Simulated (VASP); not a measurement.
These are PBE GGA, VASP's PBE PAW potentials (set 64) (plane waves; VASP) values and carry that method's errors.

A VASP calculation is set up with these files.

### KPOINTS
```
Automatic mesh
0
Gamma
6 6 4
0 0 0
```

**INCAR**
```
ALGO=All
EDIFF=1E-6
ENCUT=400
GGA=PE
ISIF=2
ISMEAR=0
LASPH=T
LCHARG=F
LMAXMIX=6
LREAL=F
LWAVE=F
NELM=100
PREC=Accurate
SIGMA=0.05
SYSTEM=PtSe2
```

**POSCAR**
```
PtSe2
5.18160
  0.3671259843  -0.6358808090   0.0000000000
  0.3671259843   0.6358808090   0.0000000000
  0.0000000000   0.0000000000   1.0000000000
Pt Se
1 2
direct
  0.0000000000   0.0000000000   0.0000000000
  0.3333330000   0.6666670000   0.2550000000
  0.6666670000   0.3333330000   0.7450000000
```

POTCAR, in this order: Pt Se (PBE.64 set). Program: vasp_std.

**Question.** Predict the energy per atom (σ→0), pressure, largest force.

**Answer.** 
```json
{
 "energy per atom (σ→0)": "-458.1 kJ/mol of atoms",
 "pressure": "-2.26 GPa",
 "largest_force": "0.441 eV/Å"
}
```

OSZICAR:
```
...
CGA:   9    -0.142428784227E+02   -0.15014E-01   -0.15065E-01   360   0.403E-02  -0.291E-03
CGA:  10    -0.142441982725E+02   -0.13198E-02   -0.13177E-02   360   0.153E-02   0.204E-04
CGA:  11    -0.142445216312E+02   -0.32336E-03   -0.32331E-03   360   0.206E-03  -0.115E-05
CGA:  12    -0.142446151010E+02   -0.93470E-04   -0.93046E-04   360   0.330E-04   0.194E-05
CGA:  13    -0.142446292981E+02   -0.14197E-04   -0.14187E-04   360   0.831E-05   0.545E-07
CGA:  14    -0.142446312934E+02   -0.19953E-05   -0.20076E-05   360   0.288E-05   0.362E-06
CGA:  15    -0.142446322717E+02   -0.97823E-06   -0.98241E-06   360   0.434E-06  -0.624E-07
   1 F= -.14244632E+02 E0= -.14243406E+02  d E =-.245199E-02
```

The compound is PtSe2 in the 1T layered structure. The cell was not relaxed at this level. The run is one of a series of settings (ALGO = All against the base run), some of them coarse on purpose.
